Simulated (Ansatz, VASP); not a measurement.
# Y in two plane-wave programs, part 2 of 2

One calculation is typed for both programs; each brings its own data sets. How far apart do they land? The cell is taken from a series of runs on this material, whose earlier steps may have relaxed, scaled, displaced or heated it; both programs get it as it stands.

VASP 6.6.1 and Ansatz 0.2.0.

So far: Starting point; VASP: zone-centre phonons, LDA, pair 1; Ansatz: zone-centre phonons, LDA, pair 1; Side by side.

### Step 5. Ansatz: zone-centre phonons, LDA, pair 2

Level of this step: Ansatz beside VASP: Kohn-Sham DFT, plane waves, LDA (Ansatz).

Second derivatives magnify differences that forces hide, and they need a tight electronic threshold. The cell compared in this pair holds 63.28 Å³, against 62.39 Å³ for the pair before.

The cell is taken from a series of runs on this material, whose earlier steps may have relaxed, scaled, displaced or heated it; both programs get it as it stands.

input.yaml

```yaml
crystal:
  lattice:
    - [3.6840267491, 0.0, 0.0]
    - [-1.8420133746, 3.190460753, 0.0]
    - [0.0, 0.0, 5.3834981009]
  atoms:
    - { symbol: "Y", position: [0.3333333333, 0.6666666667, 0.25] }
    - { symbol: "Y", position: [0.6666666667, 0.3333333333, 0.75] }
kpoints:
  mp_grid: { grid: [15, 15, 8] }
hamiltonian:
  xc: lda
  pseudopotentials: { kind: paw, azcp: { folder: soft_1 }, xc_functional: pbe }
scf:
  occupations: { method: methfessel_paxton, width: 0.2 }
output:
  eigenvalues: true
phonons:
  method: dfpt
```

The run is started by

```bash
> ansatz run input.yaml --threads 4 --pin off --max-ram 10240MiB --backend cpu --events-out ev --progress --plain --runs-dir out
```

Numbers of over 12 decimals in the logs are rounded to 6 here.

The log of the run:

```text
[...]
Crystal: 2 atoms, lattice volume = 63.276 Å³
Basis set: ecut = 420 eV, 1241 PW (Γ), exchange–correlation on 50×50×72 points (8 copies of the dense FFT grid, shifted against one another)
Bands: 15, of which v1, the nominal top of the filled ones, is band 11 counted from 1 (10 counted from 0)
Symmetry: 24 space group operations
k-points: 320 of 1800 (irreducible under 4 space group operations, time reversal used)
[...]
k-point 1: bands = [... 7 lower, -12.6077, 4.9739, 7.6671, 10.9373, 11.0224, 11.0224, 11.7774, 11.7774]
  k-point 2: bands = [... 7 lower, -12.6861, 5.3175, 7.4966, 10.6260, 10.8736, 10.8736, 11.4735, 11.4735]
  k-point 319: bands = [... 7 lower, -12.7062, 8.1894, 8.1894, 9.6993, 9.6993, 10.3155, 10.3155, 12.0519]
[...]
ASR residual: 3.134e-5 → 0.000e0 eV/Å²; symmetrization residual: 1.903e-10 eV/Å²
  ASR residual per site (eV/Å²): 3.13e-5 3.13e-5
  Γ frequencies (cm⁻¹): 0.00 0.00 0.00 95.32 95.32 170.09
[...]
[key lines of the parts left out:]
SCF converged after 8 iterations
Free energy (F): -7491.100441 eV
Fermi energy:    9.515339 eV
```

### Step 6. VASP: zone-centre phonons, LDA, pair 2

The same cell, functional (in two slightly different forms), mesh and smearing now go to VASP, with its own data sets.

INCAR

```
SYSTEM = Y
PREC = Accurate
ENCUT = 500
EDIFF = 1E-08
NELM = 120
ISMEAR = 1
SIGMA = 0.2
LREAL = .FALSE.
ALGO = Normal
GGA = CA
NBANDS = 17
LASPH = .TRUE.
LORBIT = 11
LWAVE = .FALSE.
LCHARG = .FALSE.
ISIF = 2
IBRION = 8
GGA_COMPAT = .FALSE.
KPAR = 2
```

POSCAR

```
Y
1.0
    3.6840267491      0.0000000000      0.0000000000
   -1.8420133746      3.1904607530      0.0000000000
    0.0000000000      0.0000000000      5.3834981009
Y
2
Direct
    0.3333333333      0.6666666667      0.2500000000
    0.6666666667      0.3333333333      0.7500000000
```

KPOINTS

```
Automatic mesh
0
Gamma
15 15 8
0 0 0
```

PAW data sets: Y_sv (LDA family, release 64).

The run is started by

```bash
> mpirun -np 2 vasp_std
```

The log of the run:

```text
[... set-up lines as in an earlier step ...]
 entering main loop
       N       E                     dE             d eps       ncg     rms          rms(c)
DAV:   1     0.869338956540E+02    0.86934E+02   -0.11205E+04  4590   0.120E+03
DAV:   2    -0.699051578614E+01   -0.93924E+02   -0.92535E+02  5776   0.264E+02
DAV:   3    -0.140909834483E+02   -0.71005E+01   -0.70458E+01  8216   0.440E+01
DAV:   4    -0.142580187523E+02   -0.16704E+00   -0.16690E+00  5584   0.715E+00
[...]
DAV:  12    -0.138396623464E+02    0.17806E-05   -0.77385E-06  5295   0.218E-02    0.236E-02
DAV:  13    -0.138396619141E+02    0.43223E-06   -0.97133E-07  5529   0.870E-03    0.115E-03
DAV:  14    -0.138396619201E+02   -0.59663E-08   -0.37967E-08  5554   0.943E-04
   1 F= -.13839662E+02 E0= -.13839913E+02  d E =0.752208E-03
 Linear response reoptimize wavefunctions to high precision
DAV:   1    -0.138396619216E+02   -0.15284E-08   -0.50192E-09  4671   0.525E-04
DAV:   2    -0.138396619217E+02   -0.25921E-10   -0.33407E-10  3000   0.151E-04
 Linear response DOF=           2
 Linear response progress:
[...]
RMM:  18    -0.256717148311E+00    0.17937E-06   -0.54353E-06 48527   0.114E-03    0.377E-04
RMM:  19    -0.256716964029E+00    0.18428E-06   -0.44658E-06 48730   0.103E-03    0.368E-04
RMM:  20    -0.256717004373E+00   -0.40345E-07   -0.36080E-06 48136   0.940E-04    0.399E-04
 first order change of Fermi-energy   0.25893E-04
 force on displaced ion       1 direction 1 :  -1.487   0.000   0.000
 Linear response progress:
  Degree of freedom:   2/  2
       N       E                     dE             d eps       ncg     rms          rms(c)
RMM:   1    -0.297397910387E+00   -0.29740E+00    0.42157E+00  7647   0.107E+01
RMM:   2    -0.288670154730E+00    0.87278E-02   -0.20205E-01 11450   0.196E+00    0.296E-01
RMM:   3    -0.291124549231E+00   -0.24544E-02   -0.14267E-02 12829   0.563E-01    0.176E-01
RMM:   4    -0.291843728846E+00   -0.71918E-03   -0.20692E-03 14429   0.223E-01    0.502E-02
[...]
RMM:  21    -0.291470032910E+00   -0.76989E-08    0.24670E-07 15577   0.538E-04    0.673E-05
RMM:  22    -0.291470039319E+00   -0.64085E-08   -0.10970E-06 15500   0.514E-04    0.708E-05
RMM:  23    -0.291470059351E+00   -0.20032E-07    0.26858E-07 15705   0.495E-04    0.646E-05
 first order change of Fermi-energy   0.75226E-04
 force on displaced ion       1 direction 3 :   0.000  -0.000  -4.758
 Linear response finished
```

From OUTCAR (step 6):

```text
  Total       -1.3665179     -1.3665179     -0.0465706      0.0000000      0.0000000      0.0000000
  in kB      -34.6007230    -34.6007230     -1.1791855      0.0000000      0.0000000      0.0000000
  external PRESSURE =     -23.4602105 kB  Pullay stress =       0.0000000 kB

 POSITION                                       TOTAL-FORCE (eV/Angst)
 -----------------------------------------------------------------------------------
     -0.00000      2.12697      1.34587        -0.000000     -0.000000      0.000000
      1.84201      1.06349      4.03762         0.000000      0.000000      0.000000
 -----------------------------------------------------------------------------------
    total drift:                               -0.000000      0.000000     -0.000000

[... 1 part as in an earlier step ...]

[... 1 further part left out ...]
```

### Step 7. Side by side

Compared:

```csv
quantity,Ansatz,VASP,difference
optical mode 1 to 2 (cm⁻¹),95.3,95.4,-0.05 %
optical mode 3 (cm⁻¹),170.1,170.6,-0.31 %
```

Modes are paired by rising frequency, not by their patterns, so a pair may set unlike modes beside each other; they are those without the splitting of longitudinal modes.

### Step 8. What came out

- r.m.s. difference of the optical zone-centre modes, each program's sorted by frequency (zone-centre phonons, LDA, pair 1): 0.39 cm⁻¹
- r.m.s. difference of the optical zone-centre modes, each program's sorted by frequency (zone-centre phonons, LDA, pair 2): 0.30 cm⁻¹

The r.m.s. difference of the optical zone-centre modes, each program's sorted by frequency is 0.39 cm⁻¹ (zone-centre phonons, LDA, pair 1). How closely two codes agree says nothing of how well the functional describes the real material.

[Lines on the potential files, build, host, timing and source positions are cut from VASP's logs without a mark.]

[Logs are printed without paths, hosts, clocks, repeated set-up lines and the standing remarks that a program may print on its own settings, such as how far it seeks lower states.]

[Hosts, paths, dates, database ids (printed as entryN), source tags and the programs' standing remarks are cut or masked in the printed files.]
